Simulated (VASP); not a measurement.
Here is the system:

```
Pd
1.0
    0.00000     1.94500     1.94500
    1.94500     0.00000     1.94500
    1.94500     1.94500     0.00000
Pd
1
Cartesian
  0.00000   0.00000   0.00000
```

Level of theory: PBE GGA, VASP's PBE PAW potentials (set 64) (plane waves; VASP). Numerical set-up: 400 eV cut-off, 14×14×14 Γ-centred mesh, first-order Methfessel-Paxton smearing of 0.10 eV, potentials Pd.

### Question
Give the stress tensor in GPa (positive for a compressed cell).

### Answer

```
6.97  0.00  0.00
0.00  6.97  0.00
0.00  0.00  6.97
```
The pressure is its mean diagonal, 6.97 GPa.

The compound is Pd in the fcc structure. The cell was not relaxed at this level.
